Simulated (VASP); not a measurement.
Calculation: rev-vdW-DF2, VASP's PBE PAW potentials (set 64) (plane waves; VASP).

VASP ran on this input.

**INCAR**
```
! general
SYSTEM   = AuZn
PREC     = Accurate
ENCUT    = 520
LREAL    = F   ! projection in real space or not
LASPH    = T

! electronic loop
EDIFF    = 1E-7   ! SCF stop (eV)
NELM     = 100
ALGO     = Normal   ! blocked Davidson
LMAXMIX  = 6

! smearing
ISMEAR   = 1   ! Methfessel-Paxton
SIGMA    = 0.1

! functional
GGA      = MK
LUSE_VDW = T
AGGAC    = 0.0
PARAM1   = 0.1234568
PARAM2   = 0.7114
ZAB_VDW  = -1.8867

! ions
ISIF     = 2   ! forces and stress, cell fixed

! output
LWAVE    = F
LCHARG   = F
```

File POSCAR:
```
AuZn
6.324920
  0.4999999998   0.0000000000   0.0000000000
  0.0000000000   0.4999999998   0.0000000000
  0.0000000000   0.0000000000   0.4999999998
Zn Au
1 1
direct
  0.5000000000   0.5000000000   0.5000000000
  0.0000000000   0.0000000000   0.0000000000
```

KPOINTS:
```
kpoints
0
gamma
12 12 12
```

POTCAR, in this order: Zn Au (PBE.64 set). Program: vasp_std.

Unless said otherwise, spin-orbit coupling is left out, though it shifts the bands of the heavy elements here.

Question: What does the run give for the energy per atom (σ→0), band gap (on the k-mesh)?

Answer: 
- energy per atom (σ→0) = 87 meV/atom
- band gap (on the k-mesh) = none (metal, semimetal or under 0.01 eV)

**OSZICAR**
```
...
DAV:   6     0.140087132007E+00    0.44225E+00   -0.15756E+00  2590   0.148E+01    0.515E+00
DAV:   7     0.165520871723E+00    0.25434E-01   -0.34879E-02  3351   0.419E+00    0.277E+00
DAV:   8     0.174149652427E+00    0.86288E-02   -0.10159E-02  2935   0.121E+00    0.137E-01
DAV:   9     0.174118870365E+00   -0.30782E-04   -0.37669E-04  2832   0.248E-01    0.702E-02
DAV:  10     0.174104500135E+00   -0.14370E-04   -0.51760E-05  3108   0.133E-01    0.164E-02
DAV:  11     0.174104571362E+00    0.71227E-07   -0.13722E-05  2891   0.968E-02    0.381E-03
DAV:  12     0.174104604013E+00    0.32651E-07   -0.34410E-07  2782   0.139E-02
   1 F= 0.17410460E+00 E0= 0.17426844E+00  d E =-.491511E-03
```

The compound is AuZn in the CsCl type structure. It was relaxed first. The electron count is odd and the run is not spin-polarised, which forces a metal.
